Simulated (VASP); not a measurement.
The input files of a VASP run:

**KPOINTS**
```
Automatic mesh
0
Gamma
11 11 11
0 0 0
```

### INCAR
```
LCHARG=F
GGA=PS
LASPH=T
ALGO=Normal
ISIF=2
LWAVE=F
ISMEAR=1   # Methfessel-Paxton
ENCUT=400
EDIFF=1E-6   # SCF stop (eV)
LMAXMIX=4   # l cut-off of mixed one-centre charges
SYSTEM=NiAl
NELM=100   # most electronic steps
PREC=Accurate
LREAL=F
SIGMA=0.1
```

**POSCAR**
```
NiAl
1
    2.8900000000     0.0000000000     0.0000000000
    0.0000000000     2.8900000000     0.0000000000
    0.0000000000     0.0000000000     2.8900000000
Al Ni
1 1
Direct
  0.5000000000   0.5000000000   0.5000000000
  0.0000000000   0.0000000000   0.0000000000
```

POTCAR, in this order: Al Ni (PBE.64 set). Program: vasp_std.

Write an equivalent input for Ansatz.

One equivalent input (not run):
Ansatz 0.2 input:
```yaml
crystal:
  lattice:
    - [2.8900000, 0.0000000, 0.0000000]
    - [0.0000000, 2.8900000, 0.0000000]
    - [0.0000000, 0.0000000, 2.8900000]
  atoms:
    - { symbol: Al, position: [0.5000000, 0.5000000, 0.5000000] }
    - { symbol: Ni, position: [0.0000000, 0.0000000, 0.0000000] }
kpoints:
  mp_grid: { grid: [11, 11, 11] }
hamiltonian:
  xc: pbesol
  pseudopotentials: { kind: paw }
scf:
  occupations: { method: methfessel_paxton, width: 0.1 }
  max_iter: 100
output: { forces: true, stress: true, eigenvalues: true }
```
The two are equivalent in intent, not identical: each code has its own PAW files, so the cut-off isn't converted (ENCUT is set for VASP's; basis.ecutwfc is left out, and Ansatz then takes the one that its files recommend); Ansatz stops its SCF on the density residual and VASP on the energy change (EDIFF).

The compound is NiAl in the CsCl type structure. The cell was not relaxed at this level. The run is one of a series of settings (GGA = PS against the base run), some of them coarse on purpose.
